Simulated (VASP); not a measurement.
Energy against volume of LiH (rock salt). All values below come from optB88-vdW, VASP's PBE PAW potentials (set 64) (plane waves; VASP 6.6.1). Run with 520 eV cut-off, 11×11×11 Γ-centred mesh, Gaussian smearing of 0.050 eV, potentials Li_sv H.

| V (Å³/atom) | E (eV/atom) |
|---|---|
| 7.764 | -2.70410 |
| 8.004 | -2.70533 |
| 8.245 | -2.70494 |
| 8.485 | -2.70306 |

Q: Fit these four points and predict the energy of the run at 7.524 Å³/atom.

A: A cubic in V^(−2/3), the third-order Birch-Murnaghan form, passes through the four points with V0 = 8.06 Å³/atom and B0 = 36 GPa, and gives -2.7011 eV/atom there. The run gave -2.7010 eV/atom, +0.1 meV/atom from the fit; all five points give B0 = 36 GPa.

The compound is LiH in the rock salt structure. It was relaxed first, which changed the volume by -5 %.
